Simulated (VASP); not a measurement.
These are PBEsol GGA, VASP's PBE PAW potentials (set 64) (plane waves; VASP) values and carry that method's errors.

VASP ran on this input.

KPOINTS:
```
Regular mesh
0
Gamma
8 8 6
```

### INCAR
```
# general
SYSTEM   = PbO
PREC     = Accurate
ENCUT    = 520
LREAL    = F
LASPH    = T

# electronic loop
EDIFF    = 1E-8
NELM     = 100
ALGO     = Normal
LMAXMIX  = 4

# smearing
ISMEAR   = 0
SIGMA    = 0.01

# functional
GGA      = PS

# ions
IBRION   = 8
NSW      = 1

# output
LWAVE    = F
LCHARG   = F

# other
LEPSILON = T
```

**POSCAR**
```
PbO
3.9897210
  0.9999999864   0.0000000000   0.0000000000
  0.0000000000   0.9999999864   0.0000000000
  0.0000000000   0.0000000000   1.2612167662
Pb O
2 2
Cart
  0.4999999932   0.0000000000   0.9639443801
  0.0000000000   0.4999999932   0.2972723861
  0.4999999932   0.4999999932   0.0000000000
  0.0000000000   0.0000000000   0.0000000000
```

POTCAR, in this order: Pb_d O (PBE.64 set). Program: vasp_std.

The run wrote:

### OSZICAR
```
...
  Direction:   3
       N       E                     dE             d eps       ncg     rms          rms(c)
RMM:   1    -0.107619238106E+01   -0.10762E+01   -0.48622E+00  4564   0.740E+00
RMM:   2    -0.125800540394E+01   -0.18181E+00   -0.84874E-02  4875   0.195E+00    0.179E+00
RMM:   3    -0.119136840473E+01    0.66637E-01   -0.69846E-02  3938   0.204E+00    0.981E-01
RMM:   4    -0.123123502686E+01   -0.39867E-01   -0.12336E-01  4290   0.268E+00    0.194E-01
RMM:   5    -0.124412075062E+01   -0.12886E-01   -0.95124E-03  4589   0.907E-01    0.685E-02
RMM:   6    -0.125293100956E+01   -0.88103E-02   -0.16975E-03  4278   0.532E-01    0.226E-02
RMM:   7    -0.125434156922E+01   -0.14106E-02   -0.86064E-04  4454   0.267E-01    0.168E-02
RMM:   8    -0.125444816773E+01   -0.10660E-03   -0.17720E-04  4803   0.120E-01    0.570E-03
RMM:   9    -0.125438620020E+01    0.61968E-04    0.91219E-05  4623   0.527E-02    0.185E-03
RMM:  10    -0.125439935594E+01   -0.13156E-04   -0.96099E-06  4950   0.224E-02    0.140E-03
RMM:  11    -0.125441789702E+01   -0.18541E-04   -0.74890E-07  4544   0.125E-02    0.368E-04
RMM:  12    -0.125440692796E+01    0.10969E-04   -0.12351E-05  4671   0.463E-03    0.185E-04
RMM:  13    -0.125440816568E+01   -0.12377E-05   -0.86057E-07  5062   0.207E-03    0.971E-05
RMM:  14    -0.125440680374E+01    0.13619E-05    0.93243E-07  4735   0.837E-04    0.701E-05
RMM:  15    -0.125440589114E+01    0.91261E-06    0.67124E-07  4685   0.369E-04    0.371E-05
RMM:  16    -0.125440479158E+01    0.10996E-05    0.15172E-06  4168   0.212E-04    0.752E-06
 Linear response DOF=           4
 Linear response progress:
  Degree of freedom:   1/  4
       N       E                     dE             d eps       ncg     rms          rms(c)
RMM:   1    -0.330452818926E+00   -0.33045E+00   -0.94313E-02  9013   0.565E+00
RMM:   2    -0.332577169878E+00   -0.21244E-02   -0.25837E-02  9338   0.134E+00    0.622E-02
RMM:   3    -0.332576743874E+00    0.42600E-06   -0.29322E-03 10682   0.432E-01    0.353E-02
RMM:   4    -0.332229143758E+00    0.34760E-03   -0.49689E-04 10842   0.159E-01    0.892E-03
RMM:   5    -0.332230385813E+00   -0.12421E-05    0.33331E-05 10847   0.545E-02    0.438E-03
RMM:   6    -0.332260401510E+00   -0.30016E-04    0.39233E-05 10835   0.236E-02    0.167E-03
RMM:   7    -0.332288630183E+00   -0.28229E-04    0.13302E-05 10993   0.993E-03    0.400E-04
RMM:   8    -0.332289091332E+00   -0.46115E-06    0.13273E-05 11013   0.394E-03    0.994E-05
RMM:   9    -0.332289829331E+00   -0.73800E-06    0.58836E-06 11049   0.158E-03    0.570E-05
RMM:  10    -0.332290924100E+00   -0.10948E-05    0.36640E-06 10979   0.718E-04    0.405E-05
RMM:  11    -0.332291176465E+00   -0.25236E-06    0.11315E-06 11098   0.393E-04    0.118E-05
RMM:  12    -0.332291186215E+00   -0.97506E-08    0.30822E-07 11224   0.214E-04    0.449E-06
RMM:  13    -0.332291302050E+00   -0.11584E-06    0.32087E-08 11376   0.123E-04    0.189E-06
RMM:  14    -0.332291320324E+00   -0.18274E-07    0.77853E-08 11360   0.785E-05    0.125E-06
RMM:  15    -0.332291351701E+00   -0.31377E-07    0.18404E-08 11339   0.530E-05    0.533E-07
RMM:  16    -0.332291360716E+00   -0.90148E-08   -0.19850E-08  9155   0.393E-05    0.392E-07
 Linear response progress:
  Degree of freedom:   2/  4
       N       E                     dE             d eps       ncg     rms          rms(c)
RMM:   1    -0.338752928696E+00   -0.33875E+00   -0.44053E-02  4187   0.580E+00
RMM:   2    -0.341098987099E+00   -0.23461E-02   -0.26209E-02  4441   0.132E+00    0.913E-02
RMM:   3    -0.340629026151E+00    0.46996E-03   -0.33212E-03  4936   0.438E-01    0.518E-02
RMM:   4    -0.339935798665E+00    0.69323E-03   -0.63307E-04  4736   0.191E-01    0.157E-02
RMM:   5    -0.339872750263E+00    0.63048E-04   -0.81222E-05  4968   0.733E-02    0.696E-03
RMM:   6    -0.339891572122E+00   -0.18822E-04   -0.47477E-06  4677   0.292E-02    0.351E-03
RMM:   7    -0.339918790505E+00   -0.27218E-04    0.43675E-06  5014   0.137E-02    0.121E-03
RMM:   8    -0.339920247757E+00   -0.14573E-05   -0.86306E-07  4586   0.646E-03    0.606E-04
RMM:   9    -0.339929822332E+00   -0.95746E-05    0.21050E-06  5051   0.264E-03    0.148E-04
RMM:  10    -0.339930756489E+00   -0.93416E-06    0.10295E-06  4735   0.108E-03    0.807E-05
RMM:  11    -0.339932082220E+00   -0.13257E-05    0.49960E-07  4858   0.591E-04    0.277E-05
RMM:  12    -0.339932048235E+00    0.33985E-07    0.13004E-07  5039   0.275E-04    0.147E-05
RMM:  13    -0.339932071548E+00   -0.23314E-07    0.17688E-07  5100   0.137E-04    0.488E-06
RMM:  14    -0.339931989365E+00    0.82183E-07    0.19096E-08  5185   0.787E-05    0.306E-06
RMM:  15    -0.339932018608E+00   -0.29243E-07    0.47986E-08  4698   0.531E-05    0.924E-07
RMM:  16    -0.339932034360E+00   -0.15752E-07    0.85560E-08  5360   0.405E-05    0.858E-07
RMM:  17    -0.339932032001E+00    0.23589E-08    0.33058E-08  5064   0.336E-05    0.210E-07
 Linear response progress:
  Degree of freedom:   3/  4
       N       E                     dE             d eps       ncg     rms          rms(c)
RMM:   1    -0.369900486418E+00   -0.36990E+00    0.36250E-01 13365   0.350E+00
RMM:   2    -0.364331484546E+00    0.55690E-02   -0.12895E-02  9071   0.874E-01    0.991E-02
RMM:   3    -0.365560909815E+00   -0.12294E-02   -0.24469E-03 10483   0.368E-01    0.563E-02
RMM:   4    -0.367041726379E+00   -0.14808E-02   -0.70558E-04  9339   0.181E-01    0.126E-02
RMM:   5    -0.366901434236E+00    0.14029E-03   -0.12646E-04 10993   0.746E-02    0.638E-03
RMM:   6    -0.366867897655E+00    0.33537E-04   -0.22198E-05 10919   0.299E-02    0.142E-03
RMM:   7    -0.366897026230E+00   -0.29129E-04   -0.41522E-06 11223   0.120E-02    0.753E-04
RMM:   8    -0.366889635909E+00    0.73903E-05   -0.17607E-07 10730   0.456E-03    0.191E-04
RMM:   9    -0.366892811510E+00   -0.31756E-05   -0.19036E-07 11437   0.170E-03    0.714E-05
RMM:  10    -0.366893663380E+00   -0.85187E-06    0.31382E-08 10717   0.732E-04    0.372E-05
RMM:  11    -0.366893661313E+00    0.20675E-08    0.10809E-08 11277   0.302E-04    0.119E-05
 Linear response progress:
  Degree of freedom:   4/  4
       N       E                     dE             d eps       ncg     rms          rms(c)
RMM:   1    -0.372922411160E+00   -0.37292E+00    0.38361E-01 10302   0.347E+00
RMM:   2    -0.368356098307E+00    0.45663E-02   -0.11748E-02  6878   0.820E-01    0.915E-02
RMM:   3    -0.369365638671E+00   -0.10095E-02   -0.21106E-03  7977   0.355E-01    0.498E-02
RMM:   4    -0.370728675871E+00   -0.13630E-02   -0.96150E-04  7346   0.190E-01    0.116E-02
RMM:   5    -0.370506425216E+00    0.22225E-03   -0.12484E-04  7612   0.904E-02    0.530E-03
RMM:   6    -0.370473706237E+00    0.32719E-04   -0.29280E-05  8175   0.343E-02    0.221E-03
RMM:   7    -0.370517455703E+00   -0.43749E-04   -0.71683E-06  8040   0.148E-02    0.901E-04
RMM:   8    -0.370517823521E+00   -0.36782E-06   -0.99460E-07  8406   0.586E-03    0.305E-04
RMM:   9    -0.370514953594E+00    0.28699E-05   -0.13695E-07  8581   0.208E-03    0.144E-04
RMM:  10    -0.370515084610E+00   -0.13102E-06   -0.57470E-08  8523   0.885E-04    0.578E-05
RMM:  11    -0.370515354602E+00   -0.26999E-06   -0.11094E-07  8463   0.381E-04    0.285E-05
RMM:  12    -0.370515518103E+00   -0.16350E-06   -0.25306E-08  7981   0.191E-04    0.769E-06
RMM:  13    -0.370515560580E+00   -0.42477E-07   -0.11459E-08  8637   0.979E-05    0.320E-06
RMM:  14    -0.370515565873E+00   -0.52922E-08   -0.16006E-08  8551   0.465E-05    0.142E-06
 Linear response finished
```

OUTCAR:
```
------------------------ aborting loop because EDIFF is reached ----------------------------------------

 HEAD OF MICROSCOPIC STATIC DIELECTRIC TENSOR (INDEPENDENT PARTICLE, excluding Hartree and local field effects)
 ------------------------------------------------------
           7.340080     0.000000     0.000000
           0.000000     7.340080     0.000000
           0.000000    -0.000000     6.700651
 ------------------------------------------------------

 MACROSCOPIC STATIC DIELECTRIC TENSOR (including local field effects in DFT)
 ------------------------------------------------------
           6.822511     0.000000     0.000000
           0.000000     6.822511    -0.000000
           0.000000     0.000000     6.239921
 ------------------------------------------------------

 PIEZOELECTRIC TENSOR (including local field effects)  for field in x, y, z        (e  Angst)
          XX          YY          ZZ          XY          YZ          ZX
  --------------------------------------------------------------------------------
  x     0.00000     0.00000     0.00000     0.00000     0.00000     0.00000
  y     0.00000     0.00000     0.00000     0.00000     0.00000     0.00000
  z     0.00000     0.00000     0.00000     0.00000     0.00000     0.00000

 PIEZOELECTRIC TENSOR (including local field effects)  for field in x, y, z        (C/m^2)
          XX          YY          ZZ          XY          YZ          ZX
  --------------------------------------------------------------------------------
  x     0.00000     0.00000     0.00000     0.00000     0.00000     0.00000
  y     0.00000     0.00000     0.00000     0.00000     0.00000     0.00000
  z     0.00000     0.00000     0.00000     0.00000     0.00000     0.00000

 BORN EFFECTIVE CHARGES (including local field effects) (in |e|, cummulative output)
 ---------------------------------------------------------------------------------
 ion    1
    1     3.15417     0.00000     0.00000
    2     0.00000     3.15417     0.00000
    3     0.00000     0.00000     2.27436
 ion    2
    1     3.15417     0.00000     0.00000
    2     0.00000     3.15417     0.00000
    3     0.00000     0.00000     2.27436
 ion    3
    1    -3.15417     0.00000     0.00000
    2     0.00000    -3.15417     0.00000
    3     0.00000     0.00000    -2.27436
 ion    4
    1    -3.15417     0.00000    -0.00000
    2     0.00000    -3.15417     0.00000
    3     0.00000     0.00000    -2.27436

   1 f  =   12.212876 THz    76.735763 2PiTHz  407.377692 cm-1    50.508374 meV
             X         Y         Z           dx          dy          dz
      1.994860  0.000000  3.845869     0.016104    0.051003    0.000000
      0.000000  1.994860  1.186034    -0.016104   -0.051003   -0.000000
      1.994860  1.994860  0.000000     0.212290   -0.672363   -0.000000
      0.000000  0.000000  0.000000    -0.212290    0.672363    0.000000

   2 f  =   12.212876 THz    76.735763 2PiTHz  407.377692 cm-1    50.508374 meV
             X         Y         Z           dx          dy          dz
      1.994860  0.000000  3.845869     0.051003   -0.016104    0.000000
      0.000000  1.994860  1.186034    -0.051003    0.016104    0.000000
      1.994860  1.994860  0.000000     0.672363    0.212290   -0.000000
      0.000000  0.000000  0.000000    -0.672363   -0.212290   -0.000000

   3 f  =   11.662735 THz    73.279127 2PiTHz  389.026972 cm-1    48.233176 meV
             X         Y         Z           dx          dy          dz
      1.994860  0.000000  3.845869     0.000000   -0.000000   -0.189424
      0.000000  1.994860  1.186034    -0.000000    0.000000   -0.189424
      1.994860  1.994860  0.000000     0.000000    0.000000    0.681262
      0.000000  0.000000  0.000000    -0.000000   -0.000000    0.681262

   4 f  =   10.244528 THz    64.368268 2PiTHz  341.720675 cm-1    42.367945 meV
             X         Y         Z           dx          dy          dz
      1.994860  0.000000  3.845869    -0.000000   -0.000000   -0.000000
      0.000000  1.994860  1.186034    -0.000000   -0.000000   -0.000000
      1.994860  1.994860  0.000000     0.000000    0.000000    0.707107
      0.000000  0.000000  0.000000    -0.000000    0.000000   -0.707107

   5 f  =    7.646970 THz    48.047331 2PiTHz  255.075472 cm-1    31.625314 meV
             X         Y         Z           dx          dy          dz
      1.994860  0.000000  3.845869     0.130181    0.138068   -0.000000
      0.000000  1.994860  1.186034     0.130181    0.138068    0.000000
      1.994860  1.994860  0.000000    -0.467296   -0.495605    0.000000
      0.000000  0.000000  0.000000    -0.467296   -0.495605   -0.000000

   6 f  =    7.646970 THz    48.047331 2PiTHz  255.075472 cm-1    31.625314 meV
             X         Y         Z           dx          dy          dz
      1.994860  0.000000  3.845869    -0.138068    0.130181   -0.000000
      0.000000  1.994860  1.186034    -0.138068    0.130181    0.000000
      1.994860  1.994860  0.000000     0.495605   -0.467296    0.000000
      0.000000  0.000000  0.000000     0.495605   -0.467296    0.000000

   7 f  =    4.383580 THz    27.542843 2PiTHz  146.220479 cm-1    18.129021 meV
             X         Y         Z           dx          dy          dz
      1.994860  0.000000  3.845869    -0.000000    0.000000    0.707107
      0.000000  1.994860  1.186034     0.000000    0.000000   -0.707107
      1.994860  1.994860  0.000000     0.000000    0.000000    0.000000
      0.000000  0.000000  0.000000     0.000000   -0.000000   -0.000000

   8 f  =    2.483245 THz    15.602688 2PiTHz   82.832135 cm-1    10.269871 meV
             X         Y         Z           dx          dy          dz
      1.994860  0.000000  3.845869    -0.671196   -0.215952   -0.000000
      0.000000  1.994860  1.186034     0.671196    0.215952    0.000000
      1.994860  1.994860  0.000000     0.050915   -0.016381   -0.000000
      0.000000  0.000000  0.000000    -0.050915    0.016381   -0.000000

   9 f  =    2.483245 THz    15.602688 2PiTHz   82.832135 cm-1    10.269871 meV
             X         Y         Z           dx          dy          dz
      1.994860  0.000000  3.845869    -0.215952    0.671196   -0.000000
      0.000000  1.994860  1.186034     0.215952   -0.671196    0.000000
      1.994860  1.994860  0.000000     0.016381    0.050915    0.000000
...
```
(Selected blocks of OUTCAR.)

The dielectric response may not be converged in the k-mesh; for small gaps it tends to come out too large. Without a dispersion term in the relaxation, distances and binding between the weakly bound layers, chains or molecules are unreliable, and so is what depends on them.

The compound is PbO in the litharge structure. It was relaxed first.
